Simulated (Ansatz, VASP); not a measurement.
# KTaO3 in two plane-wave programs

Aim: how closely do two programs agree when they are given the same cell, functional and k mesh? The cell is taken from a series of runs on this material, whose earlier steps may have relaxed, scaled, displaced or heated it; both programs get it as it stands.

Main program and level: Ansatz 0.2.0; plane waves, with VASP 6.6.1 beside it; zone-centre phonons at LDA.

## 1. Set-up

It takes space group Pm-3m (No. 221, cubic). Conventional cell: a = 3.911 Å, b = 3.911 Å, c = 3.911 Å, α = 90.00°, β = 90.00°, γ = 90.00°. Nearest to K lie 12 O at 2.77 Å. Nearest to Ta lie 6 O at 1.96 Å. Nearest to O lie 2 Ta at 1.96 Å and 4 K at 2.77 Å. Farther neighbours and most contacts between anions are not listed.

Structure file:

```xyz
5
Lattice="3.9114 0.0000 0.0000 0.0000 3.9114 0.0000 0.0000 0.0000 3.9114" Properties=species:S:1:pos:R:3 pbc="T T T"
K     1.9557    1.9557    1.9557
Ta    0.0000    0.0000    0.0000
O     1.9557    0.0000    0.0000
O     0.0000    1.9557    0.0000
O     0.0000    0.0000    1.9557
```

## 2. VASP: zone-centre phonons, LDA

Second derivatives magnify differences that forces hide, and they need a tight electronic threshold.

Lines of VASP's logs that name or quote its potential files are left out, and so is its time.

Contents of INCAR:

```
SYSTEM = KTaO3
PREC = Accurate
ENCUT = 600
EDIFF = 1E-08
NELM = 120
ISMEAR = 0
SIGMA = 0.01
LREAL = .FALSE.
ALGO = Normal
GGA = PW92
NBANDS = 25
LASPH = .TRUE.
LORBIT = 11
LWAVE = .FALSE.
LCHARG = .FALSE.
ISIF = 2
IBRION = 8
LEPSILON = .TRUE.
GGA_COMPAT = .FALSE.
EFERMI = MIDGAP
KPAR = 2
```

Contents of POSCAR:

```
KTaO3
1.0
    3.9114411128      0.0000000000      0.0000000000
    0.0000000000      3.9114411128      0.0000000000
    0.0000000000      0.0000000000      3.9114411128
K Ta O
1 1 3
Direct
    0.5000000000      0.5000000000      0.5000000000
    0.0000000000      0.0000000000      0.0000000000
    0.5000000000      0.0000000000      0.0000000000
    0.0000000000      0.5000000000      0.0000000000
    0.0000000000      0.0000000000      0.5000000000
```

Contents of KPOINTS:

```
Automatic mesh
0
Gamma
8 8 8
0 0 0
```

PAW data sets: K_sv, Ta_pv and O (LDA family, release 64).

Started as:

```console
> mpirun -np 2 vasp_std
```

Numbers of over 12 decimals in the logs are rounded to 6 here.

Output:

```text
[banner, memory and clock lines left out]
running    2 mpi-ranks, on    1 nodes
 distrk:  each k-point on    1 cores,    2 groups
 distr:  one band on    1 cores,    1 groups

 POSCAR found type information on POSCAR K TaO
 POSCAR found :  3 types and       5 ions
|                                                                             |
|               ----> ADVICE to this user running VASP <----                  |
|                                                                             |
|     You enforced a specific xc type in the INCAR file but a different       |
|     [... a line on the potential file left out ...]
|     I HOPE YOU KNOW WHAT YOU ARE DOING!                                     |
|                                                                             |

 LDA part: xc-table for (Slater(with rela. corr.)+PW92), standard interpolation
 POSCAR, INCAR and KPOINTS ok, starting setup
 FFT: planning ... GRIDC
 FFT: planning ... GRID_SOFT
 FFT: planning ... GRID
 WAVECAR not read
 entering main loop
       N       E                     dE             d eps       ncg     rms          rms(c)
DAV:   1     0.364362511702E+03    0.36436E+03   -0.22792E+04  1750   0.172E+03
DAV:   2    -0.316725785869E+02   -0.39604E+03   -0.38533E+03  2052   0.471E+02
DAV:   3    -0.523943053035E+02   -0.20722E+02   -0.20646E+02  2377   0.105E+02
DAV:   4    -0.531846149699E+02   -0.79031E+00   -0.78930E+00  3026   0.137E+01
DAV:   5    -0.531904863601E+02   -0.58714E-02   -0.58707E-02  2315   0.103E+00    0.379E+01
DAV:   6    -0.453180757252E+02    0.78724E+01   -0.37463E+01  2208   0.432E+01    0.153E+01
DAV:   7    -0.451196408912E+02    0.19843E+00   -0.19708E+00  2280   0.934E+00    0.100E+01
DAV:   8    -0.450336360145E+02    0.86005E-01   -0.31050E-01  2277   0.473E+00    0.190E+00
DAV:   9    -0.450253969361E+02    0.82391E-02   -0.28885E-02  2261   0.127E+00    0.216E-01
DAV:  10    -0.450245848545E+02    0.81208E-03   -0.63883E-03  2437   0.573E-01    0.873E-02
DAV:  11    -0.450245593966E+02    0.25458E-04   -0.41902E-04  2429   0.153E-01    0.307E-02
DAV:  12    -0.450245595061E+02   -0.10949E-06   -0.35713E-05  2625   0.409E-02    0.819E-03
DAV:  13    -0.450245590398E+02    0.46633E-06   -0.25435E-06  2262   0.110E-02    0.425E-03
DAV:  14    -0.450245589999E+02    0.39851E-07   -0.21727E-07  2498   0.375E-03    0.990E-04
DAV:  15    -0.450245589985E+02    0.14184E-08   -0.32523E-08  2023   0.113E-03
   1 F= -.45024559E+02 E0= -.45024559E+02  d E =0.000000E+00
 Linear response reoptimize wavefunctions to high precision
DAV:   1    -0.450245589989E+02   -0.34970E-09   -0.19363E-09  1715   0.368E-04
DAV:   2    -0.450245589988E+02    0.54570E-11   -0.38140E-10  1527   0.138E-04
 Linear response G [H, r] |phi>, progress :
  Direction:   1
       N       E                     dE             d eps       ncg     rms
RMM:   1    -0.135808338211E+03   -0.13581E+03    0.72507E+02  3064   0.196E+02
RMM:   2    -0.129003967663E+03    0.68044E+01   -0.31429E+01  2970   0.354E+01
RMM:   3    -0.129305250360E+03   -0.30128E+00   -0.26101E+00  3482   0.764E+00
RMM:   4    -0.129517371653E+03   -0.21212E+00   -0.56275E-01  3844   0.252E+00
RMM:   5    -0.129555316709E+03   -0.37945E-01   -0.17751E-01  3983   0.112E+00
RMM:   6    -0.129563283141E+03   -0.79664E-02   -0.60043E-02  4093   0.558E-01
RMM:   7    -0.129565684576E+03   -0.24014E-02   -0.30667E-02  4212   0.309E-01
RMM:   8    -0.129566154248E+03   -0.46967E-03    0.13355E-02  4221   0.188E-01
RMM:   9    -0.129566114156E+03    0.40091E-04   -0.89244E-03  4209   0.124E-01
RMM:  10    -0.129566416917E+03   -0.30276E-03   -0.25489E-02  4093   0.885E-02
RMM:  11    -0.129566216942E+03    0.19997E-03   -0.99174E-03  4041   0.665E-02
RMM:  12    -0.129566358966E+03   -0.14202E-03   -0.22810E-02  3964   0.533E-02
RMM:  13    -0.129566431143E+03   -0.72177E-04   -0.96020E-03  3929   0.453E-02
RMM:  14    -0.129566323438E+03    0.10770E-03   -0.59014E-03  3929   0.404E-02
RMM:  15    -0.129566122791E+03    0.20065E-03   -0.12720E-02  3935   0.373E-02
RMM:  16    -0.129565973740E+03    0.14905E-03   -0.34590E-03  3930   0.353E-02
RMM:  17    -0.129565892837E+03    0.80903E-04   -0.28913E-03  3927   0.340E-02
RMM:  18    -0.129565957624E+03   -0.64787E-04   -0.55419E-03  3948   0.332E-02
RMM:  19    -0.129565828534E+03    0.12909E-03   -0.20895E-03  3953   0.327E-02
 Linear response G [H, r] |phi>, progress :
  Direction:   2
       N       E                     dE             d eps       ncg     rms
RMM:   1    -0.149788039467E+03   -0.14979E+03    0.55944E+02  2992   0.195E+02
RMM:   2    -0.148547283589E+03    0.12408E+01   -0.36708E+01  2878   0.381E+01
RMM:   3    -0.148945088688E+03   -0.39781E+00   -0.42593E+00  3533   0.920E+00
RMM:   4    -0.149187908036E+03   -0.24282E+00   -0.81063E-01  3951   0.304E+00
[...]
RMM:  39    -0.306584001528E+00   -0.46856E-09   -0.30404E-07  8619   0.692E-04    0.329E-07
RMM:  40    -0.306584001502E+00    0.25885E-10   -0.63140E-07  8630   0.692E-04    0.297E-07
 first order change of Fermi-energy  -0.23875E-03
 force on displaced ion       1 direction 1 :  -4.581   0.000   0.000
 Born effective charge ion    1 direction 1 :   1.157   0.000   0.000
 Linear response progress:
  Degree of freedom:   2/  4
[...]
RMM:   3    -0.210757306818E+00    0.12188E-02   -0.15880E-03  6540   0.196E-01    0.848E-02
RMM:   4    -0.209836945790E+00    0.92036E-03   -0.29601E-04  7122   0.892E-02    0.260E-02
RMM:   5    -0.209622573679E+00    0.21437E-03   -0.39643E-05  7709   0.268E-02    0.572E-03
RMM:   6    -0.209603415776E+00    0.19158E-04   -0.77114E-06  7994   0.903E-03    0.223E-03
RMM:   7    -0.209599178412E+00    0.42374E-05   -0.22524E-06  7903   0.392E-03    0.750E-04
RMM:   8    -0.209599315031E+00   -0.13662E-06   -0.58222E-07  8257   0.210E-03    0.331E-04
RMM:   9    -0.209600196306E+00   -0.88127E-06   -0.55659E-07  8302   0.139E-03    0.900E-05
RMM:  10    -0.209600384398E+00   -0.18809E-06   -0.81629E-07  8415   0.102E-03    0.373E-05
RMM:  11    -0.209600447250E+00   -0.62852E-07   -0.83042E-07  8649   0.825E-04    0.176E-05
RMM:  12    -0.209600457294E+00   -0.10045E-07   -0.19610E-07  8812   0.706E-04    0.115E-05
RMM:  13    -0.209600448342E+00    0.89523E-08   -0.47239E-07  8728   0.642E-04    0.764E-06
RMM:  14    -0.209600468022E+00   -0.19680E-07   -0.35198E-07  8796   0.600E-04    0.460E-06
RMM:  15    -0.209600495770E+00   -0.27747E-07   -0.27714E-07  8740   0.575E-04    0.269E-06
RMM:  16    -0.209600492901E+00    0.28682E-08   -0.93941E-08  8722   0.558E-04    0.415E-06
 first order change of Fermi-energy   0.11383E-02
 force on displaced ion       2 direction 1 :  -6.199   0.000  -0.000
 Born effective charge ion    2 direction 1 :   8.759   0.000   0.000
 Linear response progress:
  Degree of freedom:   3/  4
       N       E                     dE             d eps       ncg     rms          rms(c)
RMM:   1    -0.381406616339E+00   -0.38141E+00    0.28690E-01  7462   0.294E+00
RMM:   2    -0.370805649981E+00    0.10601E-01   -0.13794E-02  6288   0.557E-01    0.211E-01
RMM:   3    -0.372150551296E+00   -0.13449E-02   -0.40036E-03  6016   0.261E-01    0.114E-01
RMM:   4    -0.373974563550E+00   -0.18240E-02   -0.12342E-03  6291   0.154E-01    0.394E-02
RMM:   5    -0.374396480250E+00   -0.42192E-03   -0.13034E-04  6886   0.505E-02    0.613E-03
RMM:   6    -0.374400323730E+00   -0.38435E-05   -0.23753E-05  7447   0.139E-02    0.398E-03
RMM:   7    -0.374374511685E+00    0.25812E-04   -0.53571E-06  6983   0.748E-03    0.101E-03
RMM:   8    -0.374383561641E+00   -0.90500E-05   -0.25838E-06  7580   0.372E-03    0.291E-04
RMM:   9    -0.374384120317E+00   -0.55868E-06    0.42151E-07  8240   0.197E-03    0.158E-04
RMM:  10    -0.374384047365E+00    0.72952E-07   -0.20235E-06  8276   0.133E-03    0.514E-05
RMM:  11    -0.374383280529E+00    0.76684E-06   -0.11073E-06  8331   0.105E-03    0.300E-05
RMM:  12    -0.374383411693E+00   -0.13116E-06   -0.12988E-06  8673   0.894E-04    0.173E-05
RMM:  13    -0.374383379270E+00    0.32423E-07   -0.66095E-07  8356   0.814E-04    0.941E-06
RMM:  14    -0.374383407642E+00   -0.28372E-07   -0.89098E-07  8476   0.765E-04    0.297E-06
RMM:  15    -0.374383408893E+00   -0.12519E-08   -0.43372E-07  8456   0.739E-04    0.369E-06
RMM:  16    -0.374383407833E+00    0.10605E-08   -0.74417E-07  8360   0.723E-04    0.132E-06
RMM:  17    -0.374383408491E+00   -0.65756E-09   -0.38279E-07  7991   0.715E-04    0.227E-06
RMM:  18    -0.374383408526E+00   -0.35915E-10   -0.10876E-06  7876   0.710E-04    0.138E-06
RMM:  19    -0.374383408274E+00    0.25218E-09   -0.47703E-07  7860   0.706E-04    0.207E-06
RMM:  20    -0.374383409853E+00   -0.15786E-08   -0.93121E-07  7987   0.704E-04    0.216E-06
RMM:  21    -0.374383409754E+00    0.98459E-10   -0.55604E-07  7848   0.702E-04    0.238E-06
RMM:  22    -0.374383408675E+00    0.10798E-08   -0.13408E-06  7957   0.702E-04    0.192E-06
RMM:  23    -0.374383408137E+00    0.53804E-09   -0.61180E-07  8058   0.701E-04    0.238E-06
RMM:  24    -0.374383409062E+00   -0.92543E-09   -0.72921E-07  8128   0.700E-04    0.201E-06
 first order change of Fermi-energy  -0.16900E-02
 force on displaced ion       3 direction 1 : -18.287  -0.000   0.000
 Born effective charge ion    3 direction 1 :  -6.499   0.000   0.000
 Linear response progress:
  Degree of freedom:   4/  4
       N       E                     dE             d eps       ncg     rms          rms(c)
RMM:   1    -0.366006654863E+00   -0.36601E+00    0.23049E-01 12279   0.267E+00
RMM:   2    -0.360784627394E+00    0.52220E-02   -0.10225E-02 10490   0.468E-01    0.125E-01
RMM:   3    -0.362009932416E+00   -0.12253E-02   -0.18882E-03 10482   0.161E-01    0.613E-02
RMM:   4    -0.363518972905E+00   -0.15090E-02   -0.62863E-04 10566   0.111E-01    0.151E-02
RMM:   5    -0.363590006133E+00   -0.71033E-04   -0.78173E-05 12269   0.326E-02    0.405E-03
RMM:   6    -0.363599154190E+00   -0.91481E-05   -0.15666E-05 13755   0.109E-02    0.270E-03
RMM:   7    -0.363589689249E+00    0.94649E-05   -0.40732E-06 12795   0.564E-03    0.687E-04
RMM:   8    -0.363596656073E+00   -0.69668E-05   -0.28915E-06 13900   0.311E-03    0.312E-04
RMM:   9    -0.363596621905E+00    0.34168E-07   -0.13414E-06 14022   0.189E-03    0.144E-04
RMM:  10    -0.363596436097E+00    0.18581E-06   -0.10516E-06 14394   0.136E-03    0.834E-05
RMM:  11    -0.363596132452E+00    0.30365E-06   -0.12263E-06 14152   0.111E-03    0.568E-05
RMM:  12    -0.363596238878E+00   -0.10643E-06   -0.11843E-06 14475   0.958E-04    0.260E-05
RMM:  13    -0.363596175931E+00    0.62947E-07   -0.79513E-07 14391   0.872E-04    0.148E-05
RMM:  14    -0.363596232539E+00   -0.56608E-07   -0.85952E-07 14433   0.819E-04    0.690E-06
[...]
RMM:  45    -0.363596304036E+00    0.28414E-09   -0.84752E-07 14231   0.715E-04    0.119E-06
RMM:  46    -0.363596304114E+00   -0.78664E-10   -0.79337E-07 14276   0.714E-04    0.145E-06
RMM:  47    -0.363596303889E+00    0.22533E-09   -0.99857E-07 14281   0.715E-04    0.828E-07
RMM:  48    -0.363596303696E+00    0.19304E-09   -0.60094E-07 14261   0.714E-04    0.121E-06
RMM:  49    -0.363596303682E+00    0.13409E-10   -0.85722E-07 14266   0.714E-04    0.882E-07
RMM:  50    -0.363596304417E+00   -0.73453E-09   -0.60924E-07 14265   0.714E-04    0.119E-06
RMM:  51    -0.363596304392E+00    0.24812E-10   -0.92188E-07 14275   0.715E-04    0.107E-06
RMM:  52    -0.363596304186E+00    0.20628E-09   -0.45963E-07 14255   0.714E-04    0.101E-06
 first order change of Fermi-energy   0.62395E-04
 force on displaced ion       3 direction 2 :   0.000  -3.973   0.000
 Born effective charge ion    3 direction 2 :   0.000  -1.709   0.000
 Born effective charges drift removed
 Linear response finished
```

(Continued in part 2 of 3.)

[Lines on the potential files, build, host, timing and source positions are cut from VASP's logs without a mark.]

[Logs are printed without paths, hosts, clocks, repeated set-up lines and the standing remarks that a program may print on its own settings, such as how far it seeks lower states.]

[Hosts, paths, dates, database ids (printed as entryN), source tags and the programs' standing remarks are cut or masked in the printed files.]
